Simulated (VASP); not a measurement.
Consider the following.

```yaml
crystal:
  lattice:
    - [0.00000, 2.60621, 2.60621]
    - [2.60621, 0.00000, 2.60621]
    - [2.60621, 2.60621, 0.00000]
  atoms:
    - { symbol: Mn, position: [0.00000, 0.00000, 0.00000], spin: 4.5 }
    - { symbol: S, position: [0.50000, 0.50000, 0.50000], spin: 0.1 }
```

Calculation: r2SCAN meta-GGA, VASP's PBE PAW potentials (set 64) (plane waves; VASP). Numerical set-up: 400 eV cut-off, 11×11×11 Γ-centred mesh, first-order Methfessel-Paxton smearing of 0.10 eV, potentials Mn_pv S.

The moments were started parallel, and other spin orders were not tried in this run.

Q: Estimate the cell moment, energy per atom (σ→0), band gap (on the k-mesh) with the smallest direct gap where there is one.

A: 
```yaml
band gap (on the k-mesh): none (metal, semimetal or under 0.01 eV)
cell_moment: 4.99 μB
energy per atom (σ→0): -12.438 eV/atom
```

Q: Give the moment on each site (PAW-sphere projection).

A: 
```tsv
site	moment (μB)
Mn1	4.50
S2	0.14
```

Total energies compare only between runs with the same potentials, cut-off and functional.

The structure was generated: MnS was put into the rock salt type (Fm-3m), which need not be its known phase. It was relaxed first. The start is the result of an earlier pass.
